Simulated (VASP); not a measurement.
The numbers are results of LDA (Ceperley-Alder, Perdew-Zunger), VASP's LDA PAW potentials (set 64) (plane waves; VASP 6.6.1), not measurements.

VASP input:

**INCAR**
```
SYSTEM=Sn
PREC=Accurate; ENCUT=500; LREAL=.FALSE.
LASPH=.TRUE.
EDIFF=1E-6; NELM=100; ALGO=Normal
LMAXMIX=4
ISMEAR=1; SIGMA=0.1
IBRION=2; NSW=40; ISIF=3
EDIFFG=-0.02; PSTRESS=50
LWAVE=.FALSE.; LCHARG=.FALSE.
```

KPOINTS:
```
kpoints
0
G
  13 13 13
0 0 0
```

File POSCAR:
```
Sn
1
   -2.8228013415     2.8228013415     1.5316720441
    2.8228013415    -2.8228013415     1.5316720441
    2.8228013415     2.8228013415    -1.5316720441
Sn
2
Direct
  0.2500000000   0.7500000000   0.5000000000
  0.0000000000   0.0000000000   0.0000000000
```

POTCAR, in this order: Sn_d (LDA.64 set). Program: vasp_std.

Output of the run:

### OSZICAR
```
       N       E                     dE             d eps       ncg     rms          rms(c)
DAV:   1     0.199478485779E+03    0.19948E+03   -0.14766E+04  7106   0.248E+03
DAV:   2     0.872618319380E+01   -0.19075E+03   -0.18853E+03  7070   0.447E+02
DAV:   3    -0.845650161330E+01   -0.17183E+02   -0.16992E+02  8018   0.138E+02
DAV:   4    -0.896731546275E+01   -0.51081E+00   -0.50976E+00  8290   0.261E+01
DAV:   5    -0.898611651087E+01   -0.18801E-01   -0.18799E-01  9530   0.453E+00    0.296E+00
DAV:   6    -0.894760479294E+01    0.38512E-01   -0.39804E-02  9262   0.326E+00    0.162E+00
DAV:   7    -0.893129447844E+01    0.16310E-01   -0.23630E-02  9280   0.240E+00    0.163E-01
DAV:   8    -0.893062193029E+01    0.67255E-03   -0.22408E-03  8650   0.766E-01    0.305E-02
DAV:   9    -0.893062683883E+01   -0.49085E-05   -0.54022E-05  8984   0.783E-02    0.136E-02
DAV:  10    -0.893062709926E+01   -0.26043E-06   -0.42273E-06  7422   0.270E-02
   1 F= -.74071153E+01 E0= -.74071390E+01  d E =-.740712E+01
```

**OUTCAR**
```
------------------------ aborting loop because EDIFF is reached ----------------------------------------
  FORCE on cell =-STRESS in cart. coord.  units (eV):
  Direction    XX          YY          ZZ          XY          YZ          ZX
  --------------------------------------------------------------------------------------
  Total        1.5251358      1.5251358      1.5130301      0.0000000     -0.0000000      0.0000000
  in kB       50.0532976     50.0532976     49.6560020      0.0000000     -0.0000000      0.0000000
  external PRESSURE =      -0.0791343 kB  Pullay stress =      50.0000000 kB
  volume of cell :       48.82
      direct lattice vectors                 reciprocal lattice vectors
    -2.822801341  2.822801341  1.531672044     0.000000000  0.177129008  0.326440638
     2.822801341 -2.822801341  1.531672044     0.177129008  0.000000000  0.326440638
     2.822801341  2.822801341 -1.531672044     0.177129008  0.177129008  0.000000000
 POSITION                                       TOTAL-FORCE (eV/Angst)
 -----------------------------------------------------------------------------------
      2.82280      0.00000      0.76584        -0.000000      0.000000     -0.000000
      0.00000      0.00000      0.00000         0.000000     -0.000000      0.000000
 -----------------------------------------------------------------------------------
    total drift:                                0.000000     -0.000000     -0.000000
  FREE ENERGIE OF THE ION-ELECTRON SYSTEM (eV)
  ---------------------------------------------------
  free  energy   TOTEN  =        -8.9306270993 eV

  energy  without entropy=       -8.9306982179  energy(sigma->0) =       -8.93065081
  enthalpy is  TOTEN    =        -7.4071152746 eV   P V=        1.5235118246

 reached required accuracy - stopping structural energy minimisation
```
(Selected blocks of OUTCAR.)

### OUTCAR
```
 val. band max:        9.0564554512   @ k =  -0.0769   0.1538   0.0769

 cond. band min:       9.0761571219   @ k =   0.3846   0.3846   0.0769


 Fermi energy:         9.0592099983

 k-point     1 :       0.0000    0.0000    0.0000
  band No.  band energies     occupation
      1     -12.6581      2.00000
      2     -12.5424      2.00000
      3     -12.4942      2.00000
      4     -12.4750      2.00000
      5     -12.2542      2.00000
      6     -12.2542      2.00000
      7     -12.2405      2.00000
      8     -12.2405      2.00000
      9     -12.1250      2.00000
     10     -11.9835      2.00000
     11      -2.9016      2.00000
     12       5.6380      2.00000
     13       6.7966      2.00000
     14       6.7966      2.00000
     15      11.9864      0.00000
     16      15.7482      0.00000
     17      15.7482      0.00000
     18      16.6748      0.00000

 k-point     2 :       0.0769   -0.0000    0.0000
  band No.  band energies     occupation
      1     -12.6530      2.00000
      2     -12.5257      2.00000
      3     -12.4879      2.00000
      4     -12.4548      2.00000
      5     -12.2679      2.00000
      6     -12.2662      2.00000
      7     -12.2412      2.00000
      8     -12.2403      2.00000
      9     -12.1279      2.00000
     10     -11.9891      2.00000
     11      -2.7728      2.00000
     12       5.3492      2.00000
     13       6.8088      2.00000
     14       7.3320      2.00000
     15      12.1993      0.00000
     16      15.1336      0.00000
     17      15.6004      0.00000
     18      15.7580      0.00000

 k-point     3 :       0.1538    0.0000    0.0000
  band No.  band energies     occupation
      1     -12.6377      2.00000
      2     -12.4819      2.00000
      3     -12.4703      2.00000
      4     -12.4053      2.00000
      5     -12.2971      2.00000
      6     -12.2812      2.00000
      7     -12.2516      2.00000
      8     -12.2508      2.00000
      9     -12.1364      2.00000
...
```

Unless said otherwise, spin-orbit coupling is left out, though it shifts the bands of the heavy elements here.

The compound is Sn in the beta structure. It was relaxed first under an external pressure of 5 GPa.
